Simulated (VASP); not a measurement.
These are PBE GGA, VASP's PBE PAW potentials (set 64) (plane waves; VASP 6.6.1) values and carry that method's errors.

VASP input:

**POSCAR**
```
NiSi2
1.0
  0.0000000000   2.7730300000   2.7697730000
  2.7641380000   0.0000000000   2.7697730000
  2.7641380000   2.7730300000   0.0000000000
Si Ni
2 1
Cartesian
  1.3820690000   1.3865150000   1.3848865000
  4.1462070000   4.1595450000   4.1546595000
  0.0401850382   0.0000000000  -0.0000000000
```

### INCAR
```
ALGO = Normal
EDIFF = 1E-6
ENCUT = 400
GGA = PE
ISIF = 2
ISMEAR = 1
KGAMMA = .True.
KSPACING = 0.8
LASPH = .True.
LCHARG = .False.
LMAXMIX = 4
LREAL = .False.
LWAVE = .False.
NELM = 100
PREC = Accurate
SIGMA = 0.1
SYSTEM = NiSi2
```

POTCAR, in this order: Si Ni (PBE.64 set). Program: vasp_std.

The resulting files:

**OSZICAR**
```
       N       E                     dE             d eps       ncg     rms          rms(c)
DAV:   1     0.588676203585E+02    0.58868E+02   -0.64875E+03   208   0.112E+03
DAV:   2    -0.160919936002E+02   -0.74960E+02   -0.70175E+02   213   0.224E+02
DAV:   3    -0.192172369553E+02   -0.31252E+01   -0.30919E+01   278   0.518E+01
DAV:   4    -0.192687112031E+02   -0.51474E-01   -0.51442E-01   233   0.676E+00
DAV:   5    -0.192703276772E+02   -0.16165E-02   -0.16164E-02   276   0.119E+00    0.163E+01
DAV:   6    -0.247102722083E+02   -0.54399E+01   -0.50435E+01   213   0.188E+02    0.273E+01
DAV:   7    -0.171505420283E+02    0.75597E+01   -0.17480E+01   243   0.114E+02    0.465E+00
DAV:   8    -0.170444860955E+02    0.10606E+00   -0.27569E+00   288   0.282E+01    0.371E+00
DAV:   9    -0.170885720644E+02   -0.44086E-01   -0.73881E-01   218   0.217E+01    0.292E+00
DAV:  10    -0.169816234476E+02    0.10695E+00   -0.17342E-01   248   0.121E+01    0.869E-01
DAV:  11    -0.169792552171E+02    0.23682E-02   -0.36630E-02   332   0.352E+00    0.556E-01
DAV:  12    -0.169780979731E+02    0.11572E-02   -0.31697E-03   327   0.108E+00    0.166E-01
DAV:  13    -0.169782129312E+02   -0.11496E-03   -0.24012E-04   263   0.191E-01    0.187E-01
DAV:  14    -0.169780705437E+02    0.14239E-03   -0.11419E-04   258   0.284E-01    0.555E-02
DAV:  15    -0.169780597551E+02    0.10789E-04   -0.45507E-05   319   0.132E-01    0.944E-03
DAV:  16    -0.169780599585E+02   -0.20333E-06   -0.36043E-06   243   0.263E-02
   1 F= -.16978060E+02 E0= -.16973909E+02  d E =-.124538E-01
```

**OUTCAR**
```
------------------------ aborting loop because EDIFF is reached ----------------------------------------
  FORCE on cell =-STRESS in cart. coord.  units (eV):
  Direction    XX          YY          ZZ          XY          YZ          ZX
  --------------------------------------------------------------------------------------
  Total       -1.4562149     -1.2385841     -1.3169826      0.0000000      0.0000000      0.0000000
  in kB      -54.9474567    -46.7355791    -49.6937949      0.0000000      0.0000000      0.0000000
  external PRESSURE =     -50.4589436 kB  Pullay stress =       0.0000000 kB
  volume of cell :       42.46
      direct lattice vectors                 reciprocal lattice vectors
     0.000000000  2.773030000  2.769773000    -0.180888219  0.180308183  0.180520209
     2.764138000  0.000000000  2.769773000     0.180888219 -0.180308183  0.180520209
     2.764138000  2.773030000  0.000000000     0.180888219  0.180308183 -0.180520209
 POSITION                                       TOTAL-FORCE (eV/Angst)
 -----------------------------------------------------------------------------------
      1.38207      1.38651      1.38489         0.163184      0.000000      0.000000
      4.14621      4.15954      4.15466         0.163184     -0.000000      0.000000
      0.04019      2.77303      2.76977        -0.326367      0.000000      0.000000
 -----------------------------------------------------------------------------------
    total drift:                               -0.000294     -0.000002     -0.000002
  FREE ENERGIE OF THE ION-ELECTRON SYSTEM (eV)
  ---------------------------------------------------
  free  energy   TOTEN  =       -16.9780599585 eV

  energy  without entropy=      -16.9656061155  energy(sigma->0) =      -16.97390868
```
(Selected blocks of OUTCAR.)

The compound is NiSi2 in the fluorite structure. The cell was not relaxed at this level, atoms are displaced from their ideal sites. The run is one of a series of settings (KGAMMA = .TRUE., KSPACING = 0.8, KPOINTS file removed against the base run), some of them coarse on purpose. The run is not spin-polarised, so no magnetic state was tried.
